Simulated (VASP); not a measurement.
Output of a VASP run:

**OUTCAR**
```
 ion  position               nearest neighbor table
   1  0.750  0.750  0.750-   2 2.52   2 2.52   2 2.52   2 2.52
   2  0.500  0.500  0.500-   1 2.52   1 2.52   1 2.52   1 2.52
  LATTYP: Found a face centered cubic cell.
 ALAT       =     5.8191140000
 Subroutine PRICEL returns:
 Original cell was already a primitive cell.
 Subroutine GETGRP returns: Found 48 space group operations
The static configuration has the point symmetry T_d .
 The point group associated with its full space group is O_h .
The dynamic configuration has the point symmetry T_d .
 Subroutine INISYM returns: Found 48 space group operations
 Subroutine IBZKPT returns following result:
 Found     47 irreducible k-points:

 Following reciprocal coordinates:
            Coordinates               Weight
  0.000000  0.000000  0.000000      1.000000
  0.100000  0.000000  0.000000      8.000000
  0.200000  0.000000  0.000000      8.000000
  0.300000  0.000000  0.000000      8.000000
  0.400000  0.000000  0.000000      8.000000
  0.500000  0.000000  0.000000      4.000000
  0.100000  0.100000  0.000000      6.000000
  0.200000  0.100000  0.000000     24.000000
  0.300000  0.100000  0.000000     24.000000
  0.400000  0.100000  0.000000     24.000000
  0.500000  0.100000  0.000000     24.000000
 -0.400000  0.100000  0.000000     24.000000
 -0.300000  0.100000  0.000000     24.000000
 -0.200000  0.100000  0.000000     24.000000
 -0.100000  0.100000  0.000000     12.000000
  0.200000  0.200000  0.000000      6.000000
  0.300000  0.200000  0.000000     24.000000
  0.400000  0.200000  0.000000     24.000000
  0.500000  0.200000  0.000000     24.000000
 -0.400000  0.200000  0.000000     24.000000
 -0.300000  0.200000  0.000000     24.000000
 -0.200000  0.200000  0.000000     12.000000
  0.300000  0.300000  0.000000      6.000000
  0.400000  0.300000  0.000000     24.000000
  0.500000  0.300000  0.000000     24.000000
 -0.400000  0.300000  0.000000     24.000000
 -0.300000  0.300000  0.000000     12.000000
  0.400000  0.400000  0.000000      6.000000
  0.500000  0.400000  0.000000     24.000000
 -0.400000  0.400000  0.000000     12.000000
  0.500000  0.500000  0.000000      3.000000
  0.300000  0.200000  0.100000     24.000000
  0.400000  0.200000  0.100000     48.000000
  0.500000  0.200000  0.100000     48.000000
 -0.400000  0.200000  0.100000     24.000000
  0.400000  0.300000  0.100000     24.000000
  0.500000  0.300000  0.100000     48.000000
 -0.400000  0.300000  0.100000     48.000000
 -0.300000  0.300000  0.100000     48.000000
 -0.200000  0.300000  0.100000     24.000000
   k-points           NKPTS =     47   k-points in BZ     NKDIM =     47   number of bands    NBANDS=     16
   number of dos      NEDOS =    301   number of ions     NIONS =      2
   total plane-waves  NPLWV =  21952
   dimension x,y,z NGX =    28 NGY =   28 NGZ =   28
   dimension x,y,z NGXF=    56 NGYF=   56 NGZF=   56
   ions per type =               2
   PREC   = accura    normal or accurate (medium, high low for compatibility)
   ISTART =      0    job   : 0-new  1-cont  2-samecut
   ICHARG =      2    charge: 1-file 2-atom 10-const
   ISPIN  =      1    spin polarized calculation?
   LNONCOLLINEAR =      F non collinear calculations
   LSORBIT =      F    spin-orbit coupling
   INIWAV =      1    electr: 0-lowe 1-rand  2-diag
   ENCUT  =  400.0 eV  29.40 Ry    5.42 a.u.   6.71  6.71  6.71*2*pi/ulx,y,z
   NELM   =    100;   NELMIN=  2; NELMDL= -5     # of ELM steps
   EDIFF  = 0.1E-05   stopping-criterion for ELM
   LREAL  =      F    real-space projection
   NLSPLINE    = F    spline interpolate recip. space projectors
   LMAXMIX     =    4 max onsite mixed and CHGCAR
   VOSKOWN=      0    Vosko Wilk Nusair interpolation
   EDIFFG = -.1E-01   stopping-criterion for IOM
   NSW    =     60    number of steps for IOM
   NBLOCK =      1;   KBLOCK =     60    inner block; outer block
...
```

**OSZICAR**
```
...
DAV:   7    -0.207202544741E+02   -0.19649E-02   -0.50988E-03  1576   0.648E-01    0.132E-01
DAV:   8    -0.207203292464E+02   -0.74772E-04   -0.21190E-03  1880   0.468E-01    0.736E-02
DAV:   9    -0.207204487303E+02   -0.11948E-03   -0.54681E-04  2024   0.223E-01    0.646E-03
DAV:  10    -0.207204820034E+02   -0.33273E-04   -0.21204E-04  2240   0.750E-02    0.382E-02
DAV:  11    -0.207205036184E+02   -0.21615E-04   -0.46322E-05  1712   0.577E-02    0.145E-02
DAV:  12    -0.207205204724E+02   -0.16854E-04   -0.94294E-06  1520   0.303E-02    0.149E-03
DAV:  13    -0.207205163508E+02    0.41216E-05   -0.15694E-06  1184   0.112E-02    0.151E-03
DAV:  14    -0.207205195568E+02   -0.32060E-05   -0.25094E-07   776   0.560E-03    0.130E-03
DAV:  15    -0.207205204849E+02   -0.92810E-06   -0.36370E-07   760   0.517E-03
   3 F= -.20720520E+02 E0= -.20720773E+02  d E =-.103066E+00
       N       E                     dE             d eps       ncg     rms          rms(c)
DAV:   1    -0.207361847215E+02   -0.15665E-01   -0.36451E-01  2064   0.823E+00    0.104E+00
DAV:   2    -0.207218563296E+02    0.14328E-01   -0.99319E-02  2032   0.347E+00    0.456E-01
DAV:   3    -0.207206593486E+02    0.11970E-02   -0.12464E-02  1928   0.704E-01    0.482E-02
DAV:   4    -0.207198529176E+02    0.80643E-03   -0.30125E-03  1624   0.568E-01    0.551E-02
DAV:   5    -0.207200959641E+02   -0.24305E-03   -0.29658E-03  1832   0.356E-01    0.288E-02
DAV:   6    -0.207206626767E+02   -0.56671E-03   -0.92181E-04  1976   0.157E-01    0.706E-02
DAV:   7    -0.207208200600E+02   -0.15738E-03   -0.25564E-04  1528   0.129E-01    0.353E-02
DAV:   8    -0.207208087764E+02    0.11284E-04   -0.58507E-05  1896   0.804E-02    0.831E-03
DAV:   9    -0.207208343601E+02   -0.25584E-04   -0.24704E-05  2184   0.464E-02    0.174E-02
DAV:  10    -0.207208326601E+02    0.17000E-05   -0.16523E-05  1568   0.398E-02    0.856E-03
DAV:  11    -0.207208339174E+02   -0.12574E-05   -0.18820E-06  1048   0.163E-02    0.175E-03
DAV:  12    -0.207208352845E+02   -0.13671E-05   -0.27012E-07   760   0.649E-03    0.464E-04
DAV:  13    -0.207208342199E+02    0.10647E-05   -0.27215E-07   752   0.440E-03    0.378E-04
DAV:  14    -0.207208352759E+02   -0.10560E-05   -0.71447E-08   752   0.276E-03    0.515E-04
DAV:  15    -0.207208352253E+02    0.50607E-07   -0.19687E-08   752   0.166E-03
   4 F= -.20720835E+02 E0= -.20721005E+02  d E =-.103381E+00
       N       E                     dE             d eps       ncg     rms          rms(c)
DAV:   1    -0.207237253758E+02   -0.28901E-02   -0.67922E-02  2072   0.356E+00    0.452E-01
DAV:   2    -0.207210413351E+02    0.26840E-02   -0.18336E-02  2088   0.149E+00    0.197E-01
DAV:   3    -0.207208398886E+02    0.20145E-03   -0.22238E-03  1912   0.300E-01    0.208E-02
DAV:   4    -0.207206812274E+02    0.15866E-03   -0.53621E-04  1616   0.245E-01    0.235E-02
DAV:   5    -0.207207005940E+02   -0.19367E-04   -0.60593E-04  1880   0.162E-01    0.122E-02
DAV:   6    -0.207208256423E+02   -0.12505E-03   -0.16461E-04  2000   0.679E-02    0.308E-02
DAV:   7    -0.207208611756E+02   -0.35533E-04   -0.51464E-05  1520   0.574E-02    0.151E-02
DAV:   8    -0.207208545724E+02    0.66032E-05   -0.82797E-06  1560   0.310E-02    0.560E-03
DAV:   9    -0.207208649643E+02   -0.10392E-04   -0.57194E-06  1592   0.226E-02    0.985E-03
DAV:  10    -0.207208634414E+02    0.15229E-05   -0.56097E-06  1272   0.240E-02    0.405E-03
DAV:  11    -0.207208632698E+02    0.17157E-06   -0.51729E-07   752   0.942E-03
   5 F= -.20720863E+02 E0= -.20720994E+02  d E =-.103409E+00
```

OUTCAR:
```
------------------------ aborting loop because EDIFF is reached ----------------------------------------
  FORCE on cell =-STRESS in cart. coord.  units (eV):
  Direction    XX          YY          ZZ          XY          YZ          ZX
  --------------------------------------------------------------------------------------
  Total       -0.0034840     -0.0034840     -0.0034840      0.0000000     -0.0000000      0.0000000
  in kB       -0.1301044     -0.1301044     -0.1301044      0.0000000     -0.0000000      0.0000000
  external PRESSURE =      -0.1301044 kB  Pullay stress =       0.0000000 kB
  volume of cell :       42.90
      direct lattice vectors                 reciprocal lattice vectors
    -0.000000000  2.778585380  2.778585380    -0.179947683  0.179947683  0.179947683
     2.778585380 -0.000000000  2.778585380     0.179947683 -0.179947683  0.179947683
     2.778585380  2.778585380 -0.000000000     0.179947683  0.179947683 -0.179947683
 POSITION                                       TOTAL-FORCE (eV/Angst)
 -----------------------------------------------------------------------------------
      4.16788      4.16788      4.16788         0.000000      0.000000      0.000000
      2.77859      2.77859      2.77859        -0.000000     -0.000000     -0.000000
 -----------------------------------------------------------------------------------
    total drift:                                0.000000      0.000000      0.000000
  FREE ENERGIE OF THE ION-ELECTRON SYSTEM (eV)
  ---------------------------------------------------
  free  energy   TOTEN  =       -20.7208632698 eV

  energy  without entropy=      -20.7212544507  energy(sigma->0) =      -20.72099366

 reached required accuracy - stopping structural energy minimisation
```
(Selected blocks of OUTCAR.)

File POSCAR:
```
Ti
1
    0.0000000000     2.9095570000     2.9095570000
    2.9095570000     0.0000000000     2.9095570000
    2.9095570000     2.9095570000     0.0000000000
Ti
2
Direct
  0.7500000000   0.7500000000   0.7500000000
  0.5000000000   0.5000000000   0.5000000000
```

**Question.** Reconstruct the remaining input files.

**Answer.** One answer among several that fit: the input of the run itself, r2SCAN meta-GGA, plane waves, VASP's PBE PAW potentials (set 64).

INCAR:
```
SYSTEM = Ti
PREC = Accurate
ENCUT = 400
EDIFF = 1E-6
NELM = 100
ALGO = Normal
LREAL = .FALSE.
LASPH = .TRUE.
ISMEAR = 1
SIGMA = 0.1
METAGGA = R2SCAN
LMIXTAU = .TRUE.
LMAXMIX = 4
LWAVE = .FALSE.
LCHARG = .FALSE.
IBRION = 2
ISIF = 3
NSW = 60
EDIFFG = -0.01
```

### KPOINTS
```
Automatic mesh
0
Gamma
10 10 10
0 0 0
```

POTCAR, in this order: Ti_sv (PBE.64 set). Program: vasp_std.

Energy and stress use the plane-wave basis of the starting cell.

The structure was generated: Ti was put into the diamond type (Fd-3m), which need not be its known phase. This run relaxes it. Symmetry was kept, so distortions that lower it aren't found.
